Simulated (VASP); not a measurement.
VASP runs on ZrC (space group Fm-3m) share one base input (PBE GGA, plane waves, VASP's PBE PAW potentials (set 64)) and change the settings named in each case.

**KPOINTS**
```
Automatic mesh
0
Gamma
10 10 10
0 0 0
```

### INCAR
```
SYSTEM=ZrC
PREC=Accurate; ENCUT=400; LREAL=.FALSE.
LASPH=.TRUE.
EDIFF=1E-6; NELM=100; ALGO=Normal
LMAXMIX=4
ISMEAR=1; SIGMA=0.2
GGA=PE
ISIF=2
LWAVE=.FALSE.; LCHARG=.FALSE.
```

### POSCAR
```
ZrC
1
    0.0000000000     2.3331060000     2.3331060000
    2.3331060000     0.0000000000     2.3331060000
    2.3331060000     2.3331060000     0.0000000000
Zr C
1 1
Direct
  0.0000000000   0.0000000000   0.0000000000
  0.5000000000   0.5000000000   0.5000000000
```

POTCAR, in this order: Zr_sv C (PBE.64 set). Program: vasp_std.

| change | E(σ→0) (eV/atom) | pressure (GPa) |
|---|---|---|
| base run | -9.7249 | 5.70 |
| GGA removed, POTCAR Zr_sv C (LDA.64 set) | -10.6396 | -4.11 |
| GGA = PS | -10.2875 | -0.19 |
| GGA = RP | -9.2640 | 9.18 |
| GGA = RE | -9.3475 | 8.24 |
| GGA removed, LMIXTAU = .TRUE., METAGGA = R2SCAN | -17.3576 | 6.50 |
| GGA = 91 | -9.7341 | 6.13 |
 Energies of different potentials or functionals have different zeros.  At 400 eV the pressure can carry a Pulay error.

Left out are runs that ran out of time, are held back, or changed the cell or the kind of run, fixed moments of cells without a moment, rows past the twelfth, gaps on odd meshes, pressures of charged cells and columns that move by less than the noise.

The structure comes from a computed database's ZrC entry; how it stands against other phases isn't given here. The cell was not relaxed at this level, its lattice was scaled by up to 2.5 %.
